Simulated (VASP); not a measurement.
# PmO (P-6m2) in VASP: a series of runs

Runs on PmO. Level: r2SCAN+U. Tasks: single point.

Everything below comes from runs of VASP 6.6.1. Logs are shortened: lines on timing, memory, paths and dates and some standing lists are left out, and cuts for length are marked.

**1. Starting point**

It takes space group P-6m2 (No. 187, hexagonal). Conventional cell: a = 3.156 Å, b = 3.156 Å, c = 3.080 Å, α = 90.00°, β = 90.00°, γ = 120.00°. Pm (site symmetry -6m2) is surrounded by 6 O at 2.39 Å. O (site symmetry -6m2) has 6 Pm at 2.39 Å as nearest neighbours.

The cell comes from a database or a generator and needn't be the stable form of this composition.

**2. Single point, r2SCAN+U, collinear spin, antiferromagnetic start**

INCAR

```
SYSTEM = PmO
PREC = Accurate
ENCUT = 520
EDIFF = 1E-6
ISMEAR = 0
SIGMA = 0.05
LREAL = .FALSE.
LASPH = .TRUE.
NELM = 120
ALGO = Normal
ISIF = 2
LWAVE = .FALSE.
LCHARG = .FALSE.
ISPIN = 2
MAGMOM = 4 -4 0 0
LORBIT = 11
LMAXMIX = 6
LDAU = .TRUE.
LDAUTYPE = 2
LDAUL = 3 -1
LDAUU = 5 0
LDAUJ = 0 0
LDAUPRINT = 1
METAGGA = R2SCAN
LMIXTAU = .TRUE.
```

KPOINTS

```
regular mesh
0
G
  6 4 6
  0 0 0
```

POSCAR

```
PmO
1.0
    1.5779555200      2.7330991300      0.0000000000
   -4.7338665600      2.7330991300      0.0000000000
    0.0000000000      0.0000000000      3.0800128100
Pm O
2 2
Direct
    0.0000000000      0.0000000000      0.0000000000
    0.5000000000      0.5000000000      0.0000000000
    0.5000000000      0.8333333333      0.5000000000
    0.0000000000      0.3333333333      0.5000000000
```

Potentials or basis: VASP PAW PBE potentials, release 64 (Pm, O).

Launch:

```console
$ cat potpaw_PBE.64/Pm/POTCAR potpaw_PBE.64/O/POTCAR > POTCAR
$ mpirun -np 1 vasp_std > vasp.out
```

OUTCAR:

```text
SYSTEM = PmO
   PREC = Accurate
   ENCUT = 520
   EDIFF = 1E-6
   ISMEAR = 0
   LREAL = .FALSE.
   LASPH = .TRUE.
   NELM = 120
   ISIF = 2
   ISPIN = 2
   LORBIT = 11
   METAGGA = R2SCAN

 ion  position               nearest neighbor table
   1  0.000  0.000  0.000-   3 2.39   3 2.39   4 2.39   4 2.39   3 2.39   3 2.39   2 3.16   2 3.16
                             2 3.16   2 3.16
   2  0.500  0.500  0.000-   4 2.39   4 2.39   3 2.39   3 2.39   4 2.39   4 2.39   1 3.16   1 3.16
                             1 3.16   1 3.16
   3  0.500  0.833  0.500-   1 2.39   1 2.39   2 2.39   2 2.39   1 2.39   1 2.39
   4  0.000  0.333  0.500-   2 2.39   2 2.39   1 2.39   1 2.39   2 2.39   2 2.39

  LATTYP: Found a simple orthorhombic cell.
 ALAT       =     3.0800128100
 B/A-ratio  =     1.0246421792
 C/A-ratio  =     1.7747323149

  Lattice vectors:

 A1 = (   0.0000000000,   0.0000000000,   3.0800128100)
 A2 = (   1.5779555200,   2.7330991300,   0.0000000000)
 A3 = (  -4.7338665600,   2.7330991300,   0.0000000000)

Analysis of symmetry for initial positions (statically):
=====================================================================
 Subroutine PRICEL returns following result:

  LATTYP: Found a hexagonal cell.
 ALAT       =     3.1559110376
 C/A-ratio  =     0.9759504540
[... 12 lines left out ...]
 Subroutine GETGRP returns: Found  4 space group operations
 (whereof  4 operations were pure point group operations)
 out of a pool of  8 trial point group operations.

The static configuration has the point symmetry C_2v.

Analysis of symmetry for dynamics (positions and initial velocities):
=====================================================================
 Subroutine PRICEL returns following result:

  LATTYP: Found a hexagonal cell.
 ALAT       =     3.1559110376
 C/A-ratio  =     0.9759504540
[... 12 lines left out ...]
 Subroutine GETGRP returns: Found  4 space group operations
 (whereof  4 operations were pure point group operations)
 out of a pool of  8 trial point group operations.

The dynamic configuration has the point symmetry C_2v.

Analysis of structural, dynamic, and magnetic symmetry:
=====================================================================
 Subroutine PRICEL returns following result:

  LATTYP: Found a hexagonal cell.
 ALAT       =     3.1559110376
 C/A-ratio  =     0.9759504540
[... 12 lines left out ...]
 Subroutine GETGRP returns: Found  4 space group operations
 (whereof  4 operations were pure point group operations)
 out of a pool of  8 trial point group operations.

The overall configuration has the point symmetry C_2v.

 Subroutine INISYM returns: Found  4 space group operations
 (whereof  4 operations are pure point group operations),
 and found     2 'primitive' translations

----------------------------------------------------------------------------------------

                                     Primitive cell

  volume of cell :      26.5664

  direct lattice vectors                    reciprocal lattice vectors
    -1.577955520 -2.733099130  0.000000000     0.000000000 -0.365885009  0.000000000
     3.155911040  0.000000000  0.000000000     0.316865712 -0.182942505  0.000000000
     0.000000000  0.000000000  3.080012810     0.000000000  0.000000000  0.324673974

  length of vectors
[... 170 lines left out ...]
  o =  0.0128  v =  0.0000  0.5000 -0.0000  0.0000  0.0000  0.8660  0.0000  0.0000  0.0000  0.0000  0.0000  0.0000  0.0000  0.0000      0.0000  0.0000  0.0000  0.0000  0.0000  0.0000  0.0000  0.0000  0.0000  0.0000  0.0000  0.0000  0.0000  0.0000
  o =  0.0139  v =  0.0000  0.0000  0.0000  0.0000  0.0000  0.0000  0.0000 -0.9064 -0.0000  0.2112  0.0000 -0.3659  0.0000  0.0000      0.0000  0.0000  0.0000  0.0000  0.0000  0.0000  0.0000  0.0000  0.0000  0.0000  0.0000  0.0000  0.0000  0.0000
  o =  0.0200  v = -0.0000 -0.2121  0.0000  0.9695 -0.0000  0.1225  0.0000  0.0000  0.0000  0.0000  0.0000  0.0000  0.0000  0.0000      0.0000  0.0000  0.0000  0.0000  0.0000  0.0000  0.0000  0.0000  0.0000  0.0000  0.0000  0.0000  0.0000  0.0000
  o =  0.0520  v =  0.9203 -0.0000 -0.1956  0.0000  0.3389 -0.0000  0.0000  0.0000  0.0000  0.0000  0.0000  0.0000  0.0000  0.0000      0.0000  0.0000  0.0000  0.0000  0.0000  0.0000  0.0000  0.0000  0.0000  0.0000  0.0000  0.0000  0.0000  0.0000
  o =  0.9801  v = -0.0000  0.0000  0.0299  0.0000  0.0172 -0.0000  0.9994  0.0000  0.0000  0.0000  0.0000  0.0000  0.0000  0.0000      0.0000  0.0000  0.0000  0.0000  0.0000  0.0000  0.0000  0.0000  0.0000  0.0000  0.0000  0.0000  0.0000  0.0000
  o =  0.9835  v =  0.3913 -0.0000  0.4601 -0.0000 -0.7970  0.0000  0.0000  0.0000  0.0000  0.0000  0.0000  0.0000  0.0000  0.0000      0.0000  0.0000  0.0000  0.0000  0.0000  0.0000  0.0000  0.0000  0.0000  0.0000  0.0000  0.0000  0.0000  0.0000
  o =  0.9842  v =  0.0000  0.0000 -0.8655  0.0000 -0.4997 -0.0000  0.0345  0.0000  0.0000  0.0000  0.0000  0.0000  0.0000  0.0000      0.0000  0.0000  0.0000  0.0000  0.0000  0.0000  0.0000  0.0000  0.0000  0.0000  0.0000  0.0000  0.0000  0.0000
  o =  0.9869  v =  0.0000  0.8396  0.0000  0.2449 -0.0000 -0.4848 -0.0000  0.0000  0.0000  0.0000  0.0000  0.0000  0.0000  0.0000      0.0000  0.0000  0.0000  0.0000  0.0000  0.0000  0.0000  0.0000  0.0000  0.0000  0.0000  0.0000  0.0000  0.0000

atom =   2  type =  1  l = 3

 onsite density matrix

spin component  1

  0.0127  0.0000 -0.0013 -0.0000  0.0022 -0.0000 -0.0000
  0.0000  0.0093 -0.0000  0.0000  0.0000  0.0005  0.0000
 -0.0013 -0.0000  0.0073  0.0000 -0.0007  0.0000 -0.0005
 -0.0000  0.0000  0.0000  0.0072 -0.0000 -0.0000 -0.0000
  0.0022  0.0000 -0.0007 -0.0000  0.0081 -0.0000 -0.0003
 -0.0000  0.0005  0.0000 -0.0000 -0.0000  0.0099 -0.0000
 -0.0000  0.0000 -0.0005 -0.0000 -0.0003 -0.0000  0.0039

spin component  2

  0.1946  0.0000  0.1677 -0.0000 -0.2905  0.0000  0.0000
  0.0000  0.6999 -0.0000  0.1989  0.0000 -0.3967 -0.0000
  0.1677 -0.0000  0.9484 -0.0000  0.0620  0.0000 -0.0001
 -0.0000  0.1989 -0.0000  0.0780  0.0000 -0.1148  0.0000
 -0.2905  0.0000  0.0620  0.0000  0.8767  0.0000 -0.0001
  0.0000 -0.3967  0.0000 -0.1148  0.0000  0.2418  0.0000
  0.0000 -0.0000 -0.0001  0.0000 -0.0001  0.0000  0.9801

 occupancies and eigenvectors

  o =  0.0038  v = -0.0000  0.0000 -0.1617  0.0000 -0.0933 -0.0000 -0.9824  0.0000  0.0000  0.0000  0.0000  0.0000  0.0000  0.0000      0.0000  0.0000  0.0000  0.0000  0.0000  0.0000  0.0000  0.0000  0.0000  0.0000  0.0000  0.0000  0.0000  0.0000
  o =  0.0071  v =  0.0000  0.0000  0.8508 -0.0000  0.4912 -0.0000 -0.1867  0.0000  0.0000  0.0000  0.0000  0.0000  0.0000  0.0000      0.0000  0.0000  0.0000  0.0000  0.0000  0.0000  0.0000  0.0000  0.0000  0.0000  0.0000  0.0000  0.0000  0.0000
  o =  0.0072  v =  0.0000  0.0019 -0.0000 -1.0000 -0.0000 -0.0011 -0.0000  0.0000  0.0000  0.0000  0.0000  0.0000  0.0000  0.0000      0.0000  0.0000  0.0000  0.0000  0.0000  0.0000  0.0000  0.0000  0.0000  0.0000  0.0000  0.0000  0.0000  0.0000
  o =  0.0074  v = -0.4225 -0.0000 -0.4532 -0.0000  0.7849  0.0000 -0.0000  0.0000  0.0000  0.0000  0.0000  0.0000  0.0000  0.0000      0.0000  0.0000  0.0000  0.0000  0.0000  0.0000  0.0000  0.0000  0.0000  0.0000  0.0000  0.0000  0.0000  0.0000
  o =  0.0090  v = -0.0000  0.8660 -0.0000  0.0022  0.0000 -0.5000  0.0000  0.0000  0.0000  0.0000  0.0000  0.0000  0.0000  0.0000      0.0000  0.0000  0.0000  0.0000  0.0000  0.0000  0.0000  0.0000  0.0000  0.0000  0.0000  0.0000  0.0000  0.0000
  o =  0.0102  v = -0.0000  0.5000 -0.0000 -0.0000  0.0000  0.8660  0.0000  0.0000  0.0000  0.0000  0.0000  0.0000  0.0000  0.0000      0.0000  0.0000  0.0000  0.0000  0.0000  0.0000  0.0000  0.0000  0.0000  0.0000  0.0000  0.0000  0.0000  0.0000
  o =  0.0128  v =  0.0000  0.0000  0.0000  0.0000  0.0000  0.0000  0.0000  0.0000  0.5000 -0.0000  0.0000  0.0000  0.8660  0.0000      0.0000  0.0000  0.0000  0.0000  0.0000  0.0000  0.0000  0.0000  0.0000  0.0000  0.0000  0.0000  0.0000  0.0000
  o =  0.0139  v = -0.9064 -0.0000  0.2112  0.0000 -0.3659  0.0000  0.0000  0.0000  0.0000  0.0000  0.0000  0.0000  0.0000  0.0000      0.0000  0.0000  0.0000  0.0000  0.0000  0.0000  0.0000  0.0000  0.0000  0.0000  0.0000  0.0000  0.0000  0.0000
  o =  0.0200  v =  0.0000  0.0000  0.0000  0.0000  0.0000  0.0000  0.0000 -0.0000 -0.2121  0.0000  0.9695 -0.0000  0.1225  0.0000      0.0000  0.0000  0.0000  0.0000  0.0000  0.0000  0.0000  0.0000  0.0000  0.0000  0.0000  0.0000  0.0000  0.0000
  o =  0.0520  v =  0.0000  0.0000  0.0000  0.0000  0.0000  0.0000  0.0000  0.9203 -0.0000 -0.1956  0.0000  0.3389 -0.0000  0.0000      0.0000  0.0000  0.0000  0.0000  0.0000  0.0000  0.0000  0.0000  0.0000  0.0000  0.0000  0.0000  0.0000  0.0000
  o =  0.9801  v =  0.0000  0.0000  0.0000  0.0000  0.0000  0.0000  0.0000 -0.0000  0.0000  0.0299  0.0000  0.0172 -0.0000  0.9994      0.0000  0.0000  0.0000  0.0000  0.0000  0.0000  0.0000  0.0000  0.0000  0.0000  0.0000  0.0000  0.0000  0.0000
  o =  0.9835  v =  0.0000  0.0000  0.0000  0.0000  0.0000  0.0000  0.0000 -0.3913  0.0000 -0.4601  0.0000  0.7970 -0.0000 -0.0000      0.0000  0.0000  0.0000  0.0000  0.0000  0.0000  0.0000  0.0000  0.0000  0.0000  0.0000  0.0000  0.0000  0.0000
  o =  0.9842  v =  0.0000  0.0000  0.0000  0.0000  0.0000  0.0000  0.0000  0.0000  0.0000 -0.8655  0.0000 -0.4997 -0.0000  0.0345      0.0000  0.0000  0.0000  0.0000  0.0000  0.0000  0.0000  0.0000  0.0000  0.0000  0.0000  0.0000  0.0000  0.0000
  o =  0.9869  v =  0.0000  0.0000  0.0000  0.0000  0.0000  0.0000  0.0000 -0.0000 -0.8396 -0.0000 -0.2449  0.0000  0.4848  0.0000      0.0000  0.0000  0.0000  0.0000  0.0000  0.0000  0.0000  0.0000  0.0000  0.0000  0.0000  0.0000  0.0000  0.0000

 number of electron      42.0000001 magnetization      -0.0000000

 Free energy of the ion-electron system (eV)
  ---------------------------------------------------
  ext. energy  EPLUGINS =         0.00000000
  ---------------------------------------------------
  free energy    TOTEN  =       -90.31108032 eV

  energy without entropy =      -90.30955244  energy(sigma->0) =      -90.31031638

 E-fermi :  11.1082     XC(G=0): -13.1445

 val. band max:       11.0549920014   @ k =   0.1667   0.0000   0.5000
 cond. band min:      11.1315294476   @ k =   0.3333   0.2500   0.3333
 fundamental gap:      0.0765374462
 Fermi energy:        11.1081813593

 spin component 1

 k-point     1 :       0.0000    0.0000    0.0000
  band No.  band energies     occupation
      1     -30.5820      1.00000
      2     -28.4211      1.00000
      3     -13.1490      1.00000
      4     -10.3958      1.00000
      5      -9.5962      1.00000
      6      -9.3230      1.00000
[... 1337 lines left out ...]
     24      12.5385      0.00000
     25      12.6607      0.00000

 [... further k-points ...]
[... 5 lines left out ...]
  --------------------------------------------------------------------------------------
  -------------------------------------------------------------------------------------
  Total       11.7292968     11.5893934     10.8955342     -0.1211599      0.0000000      0.0000000
  in kB      353.6876565    349.4689795    328.5462061     -3.6534808      0.0000000      0.0000000
  external PRESSURE =     343.9009474 kB  Pullay stress =       0.0000000 kB

 VOLUME and BASIS-vectors are now :
 -----------------------------------------------------------------------------
  energy-cutoff  :      520.00
  volume of cell :       53.13
      direct lattice vectors                 reciprocal lattice vectors
     1.577955520  2.733099130  0.000000000     0.158432856  0.274413757  0.000000000
    -4.733866560  2.733099130  0.000000000    -0.158432856  0.091471252  0.000000000
     0.000000000  0.000000000  3.080012810     0.000000000  0.000000000  0.324673974

 POSITION                                       TOTAL-FORCE (eV/Angst)
 -----------------------------------------------------------------------------------
      0.00000      0.00000      0.00000        -0.105865      0.061121     -0.000000
     -1.57796      2.73310      0.00000        -0.105865      0.061121      0.000000
     -3.15591      3.64413      1.54001         0.105865     -0.061121     -0.000000
     -1.57796      0.91103      1.54001         0.105865     -0.061121     -0.000000
 -----------------------------------------------------------------------------------
    total drift:                                0.000224     -0.000130      0.000000

  FREE ENERGIE OF THE ION-ELECTRON SYSTEM (eV)
  ---------------------------------------------------
  free  energy   TOTEN  =       -90.3110803196 eV

  energy  without entropy=      -90.3095524428  energy(sigma->0) =      -90.31031638

 total charge

# of ion       s       p       d       f       tot
--------------------------------------------------
    1        2.027   5.615   0.852   4.072  12.565
    2        2.027   5.615   0.852   4.072  12.565
    3        1.572   3.526   0.000   0.000   5.099
    4        1.572   3.526   0.000   0.000   5.099
--------------------------------------------------
tot          7.198  18.281   1.704   8.144  35.327

 magnetization (x)

# of ion       s       p       d       f       tot
--------------------------------------------------
    1       -0.021   0.012   0.143   3.958   4.092
    2        0.021  -0.012  -0.143  -3.958  -4.092
    3       -0.000  -0.006   0.000   0.000  -0.006
    4        0.000   0.006   0.000   0.000   0.006
--------------------------------------------------
tot          0.000   0.000   0.000   0.000   0.000
```

Wall time 7.2 min (1 thread of Intel Xeon 6975P-C (Granite Rapids), shared host); peak memory 0.28 GiB.

What came out:

```yaml
Free_energy: -90.3111 eV
Pressure: 34.4 GPa
Largest_force: 0.122 eV/Å
Band_gap_on_the_k_mesh: none (metal or under the smearing width)
Net_moment: 0.00 μB per cell
Site_moments: Pm +4.09, -4.09; O -0.01, +0.01 μB
Valence_electrons_inside_the_program's_atomic_spheres: Pm 12.56; O 5.10
```

Forces in eV/Å, atoms in the order of the input:
```
Pm  -0.106  0.061  0.000
Pm  -0.106  0.061  0.000
O    0.106 -0.061  0.000
O    0.106 -0.061  0.000
```

Stress tensor (GPa, compression positive):
```
35.37 -0.37  0.00
-0.37 34.95  0.00
 0.00  0.00 32.85
```

Levels at points of the mesh, in eV from the Fermi level:
Spin up:
| k point | band 17 | band 18 | band 19 | band 20 | band 21 | band 22 | band 23 | band 24 | band 25 |
| --- | --- | --- | --- | --- | --- | --- | --- | --- | --- |
| (0.00, 0.00, 0.00) | -5.42 | -5.41 | -4.67 | -4.39 | -2.69 | -1.55 | 0.32 | 1.57 | 1.72 |
| (0.50, 0.00, 0.00) | -5.83 | -5.32 | -4.91 | -4.78 | -0.21 | 0.20 | 0.80 | 1.51 | 1.73 |
| (0.00, 0.50, 0.00) | -5.63 | -5.19 | -4.97 | -4.58 | -1.72 | -0.51 | 0.74 | 1.57 | 1.71 |
| (0.50, 0.50, 0.00) | -5.82 | -5.39 | -4.66 | -4.46 | -2.08 | -1.76 | 1.23 | 1.51 | 1.74 |
| (0.00, 0.00, 0.50) | -5.79 | -5.68 | -5.55 | -4.78 | 0.22 | 1.10 | 1.34 | 1.61 | 1.98 |
| (0.50, 0.00, 0.50) | -5.75 | -5.61 | -4.73 | -4.70 | 1.01 | 1.16 | 1.28 | 1.31 | 2.05 |
| (0.00, 0.50, 0.50) | -5.90 | -5.65 | -5.57 | -4.80 | -0.35 | 0.81 | 1.02 | 1.62 | 1.72 |
| (0.50, 0.50, 0.50) | -6.13 | -5.80 | -5.59 | -5.41 | 0.88 | 1.16 | 1.30 | 1.31 | 1.90 |
Spin down:
```csv
k point,band 19,band 20,band 21,band 22,band 23,band 24
"(0.00, 0.00, 0.00)",-4.67,-4.39,-2.69,-1.55,0.32,1.57
"(0.50, 0.00, 0.00)",-4.91,-4.78,-0.21,0.20,0.80,1.51
"(0.00, 0.50, 0.00)",-4.97,-4.58,-1.72,-0.51,0.74,1.57
"(0.50, 0.50, 0.00)",-4.66,-4.46,-2.08,-1.76,1.23,1.51
"(0.00, 0.00, 0.50)",-5.55,-4.78,0.22,1.10,1.34,1.61
"(0.50, 0.00, 0.50)",-4.73,-4.70,1.01,1.16,1.28,1.31
"(0.00, 0.50, 0.50)",-5.57,-4.80,-0.35,0.81,1.02,1.62
"(0.50, 0.50, 0.50)",-5.59,-5.41,0.88,1.16,1.30,1.31
```

Eigenvalues of the final occupation matrices:
```csv
site,spin,trace,eigenvalues
site 1 f,1,4.02,0.01 0.02 0.05 0.98 0.98 0.98 0.99
site 1 f,2,0.06,0.00 0.01 0.01 0.01 0.01 0.01 0.01
site 2 f,1,0.06,0.00 0.01 0.01 0.01 0.01 0.01 0.01
site 2 f,2,4.02,0.01 0.02 0.05 0.98 0.98 0.98 0.99
```

Caveat: the magnetic or orbital state may not be the lowest; a pressure of tens of GPa on the cell as given is suspect, and the run, the potentials or the cell itself is likely at fault; the PAW data sets were made with another functional, which shifts forces and pressure a little; spin-orbit coupling is left out, which moves the levels of the heavy elements. The state reached can hang on the start; a lower one may exist.

**3. Single point, r2SCAN+U, collinear spin, ferromagnetic start**

This run uses another cell than the first one: it holds 2 atoms, not 4.

INCAR

```
SYSTEM = PmO
  ALGO = Normal
  EDIFF = 1E-6
  ENCUT = 520
  ISIF = 2
  ISMEAR = 0
  ISPIN = 2
  LASPH = .TRUE.
  LCHARG = .FALSE.
  LDAU = .TRUE.
  LDAUJ = 0 0
  LDAUL = 3 -1
  LDAUPRINT = 1
  LDAUTYPE = 2
  LDAUU = 5 0
  LMAXMIX = 6
  LMIXTAU = .TRUE.
  LORBIT = 11
  LREAL = .FALSE.
  LWAVE = .FALSE.
  MAGMOM = 4 0
  METAGGA = R2SCAN
  NBANDS = 22
  NELM = 150
  NUPDOWN = 0
  PREC = Accurate
  SIGMA = 0.05
```

KPOINTS

```
k-points
0
G
  7 7 6
  0 0 0
```

POSCAR

```
PmO
1.0
    3.1559110400      0.0000000000      0.0000000000
   -1.5779555200      2.7330991300      0.0000000000
    0.0000000000      0.0000000000      3.0800128100
Pm O
1 1
Direct
    0.0000000000      0.0000000000      0.0000000000
    0.6666666667      0.3333333333      0.5000000000
```

Potentials or basis: VASP PAW PBE potentials, release 64 (Pm, O).

Launch:

```console
$ cat potpaw_PBE.64/Pm/POTCAR potpaw_PBE.64/O/POTCAR > POTCAR
$ mpirun -np 1 vasp_std > vasp.out
```

Run time: 59 s. Hardware: 1 thread of Intel Xeon 6975P-C (Granite Rapids), shared host; peak memory 0.18 GiB.

Results (log left out):

- Free energy: -40.9621 eV
- Pressure: 34.8 GPa
- Net moment: 0.00 μB per cell
- Site moments: Pm -0.18; O +0.01 μB
- Valence electrons inside the program's atomic spheres: Pm 12.70; O 5.10

Stress tensor (GPa, compression positive):
```
33.46  0.00  0.00
 0.00 33.46  0.00
 0.00  0.00 37.37
```

Eigenvalues of the final occupation matrices:
| site | spin | trace | eigenvalues |
| --- | --- | --- | --- |
| site 1 f | 1 | 2.00 | 0.01 0.01 0.01 0.01 0.01 0.97 0.98 |
| site 1 f | 2 | 2.40 | 0.00 0.01 0.01 0.01 0.71 0.71 0.96 |

Caveat: the magnetic or orbital state may not be the lowest; the moment is held away from its start; a pressure of tens of GPa on the cell as given is suspect, and the run, the potentials or the cell itself is likely at fault; the PAW data sets were made with another functional, which shifts forces and pressure a little; spin-orbit coupling is left out, which moves the levels of the heavy elements; the total moment is fixed, so each spin has its own Fermi level. The state reached can hang on the start; a lower one may exist.

[end of part 1 of 2]
